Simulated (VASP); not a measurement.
Wanted: the native input for a VASP 6.6.1 run.

| Item | Value |
| --- | --- |
| Task | single point |
| Functional | PBE |
| Potentials or basis | VASP PAW PBE potentials, release 64 (Ge) |
| Cutoff | 520 eV |
| k mesh | 10 × 10 × 10 |
| Occupations | gaussian, width 0.02 eV |
| Spin | no spin polarisation |
| Further INCAR settings | ALGO = Normal; EDIFF = 1e-07; NBANDS = 11 |

The structure of Ge lies in POSCAR:

```
Ge                                      
1.0
    0.0000000000      2.8617423948      2.8617423948
    2.8617423948      0.0000000000      2.8617423948
    2.8617423948      2.8617423948      0.0000000000
  Ge            
     2
Direct
     0.0000000000000000    0.0000000000000000    0.0000000000000000
     0.2500000000000000    0.2500000000000000    0.2500000000000000
```

The cell isn't the ideal one: a relaxed cell with its volume scaled by 0.97.

These files were run (other wordings do the same):

INCAR

```
SYSTEM = Ge
PREC     = Accurate       ! precision mode
ENCUT    = 520            ! plane-wave cutoff, eV
EDIFF    = 1E-7           ! SCF threshold, eV
ISMEAR   = 0              ! smearing method
SIGMA    = 0.02           ! smearing width, eV
LREAL    = .FALSE.        ! projectors in reciprocal space
LASPH    = .TRUE.         ! aspherical terms in the spheres
NELM     = 80             ! most SCF steps
ALGO     = Normal         ! electronic algorithm
ISIF     = 2              ! what is computed and relaxed
LWAVE    = .FALSE.        ! write WAVECAR
LCHARG   = .FALSE.        ! write CHGCAR
GGA      = PE             ! functional
NBANDS   = 11             ! bands
```

KPOINTS

```
Automatic mesh
0
G
  10 10 10
  0 0 0
```

Potentials or basis: VASP PAW PBE potentials, release 64 (Ge).

The run is started by

```console
$ cat potpaw_PBE.64/Ge/POTCAR > POTCAR
$ mpirun -np 1 vasp_std > vasp.out
```

It gave:

- Pressure: 1.9 GPa
- Band gap on the k mesh: none (metal or under the smearing width)

Run time: 9.9 s on 1 thread of Intel(R) Xeon(R) 6975P-C (Granite Rapids) (shared host), peak memory 0.17 GiB.
